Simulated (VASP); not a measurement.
An input for Ansatz (written as the equivalent of a VASP run, and not itself run):

Ansatz 0.2 input:
```yaml
crystal:
  lattice:
    - [1.8683330, -3.2360480, 0.0000000]
    - [1.8683330, 3.2360480, 0.0000000]
    - [0.0000000, 0.0000000, 12.0642741]
  atoms:
    - { symbol: La, position: [1.0000000, 0.0000000, 0.5000000] }
    - { symbol: La, position: [1.0000000, 0.0000000, 0.0000000] }
    - { symbol: La, position: [0.3333330, 0.6666670, 0.2500000] }
    - { symbol: La, position: [0.6666670, 0.3333330, 0.7500000] }
kpoints:
  mp_grid: { grid: [10, 10, 4] }
hamiltonian:
  xc: pbe
  pseudopotentials: { kind: paw }
scf:
  occupations: { method: methfessel_paxton, width: 0.1 }
  max_iter: 100
output: { forces: true, stress: true, eigenvalues: true }
```

Task: Write the VASP files for the same calculation (PBE).

Result: Several could match; the one computed here: 
File KPOINTS:
```
kpoints
0
G
10 10 4
```

### POSCAR
```
La
1
    1.8683330378    -3.2360479731     0.0000000000
    1.8683330378     3.2360479731     0.0000000000
    0.0000000000     0.0000000000    12.0642740823
La
4
Direct
  1.0000000000   0.0000000000   0.5000000000
  1.0000000000   0.0000000000   0.0000000000
  0.3333330000   0.6666670000   0.2500000000
  0.6666670000   0.3333330000   0.7500000000
```

### INCAR
```
! general
SYSTEM   =  La
PREC     =  Accurate
ENCUT    =  480
LREAL    =  .FALSE.   ! projection in real space or not
LASPH    =  .TRUE.   ! aspherical one-centre terms

! electronic loop
EDIFF    =  1E-7   ! SCF stop (eV)
NELM     =  100
ALGO     =  Normal
LMAXMIX  =  6

! smearing
ISMEAR   =  1
SIGMA    =  0.1

! functional
GGA      =  PE

! ions
ISIF     =  2   ! forces and stress, cell fixed

! output
LWAVE    =  .FALSE.
LCHARG   =  .FALSE.
```

POTCAR, in this order: La (PBE.64 set). Program: vasp_std.

What does not carry over: each code has its own PAW files, so the cut-off isn't converted (ENCUT is set for VASP's; basis.ecutwfc is left out, and Ansatz then takes the one that its files recommend); Ansatz stops its SCF on the density residual and VASP on the energy change (EDIFF).

The compound is La in the dhcp structure. This cell was strained or had an atom moved on purpose.
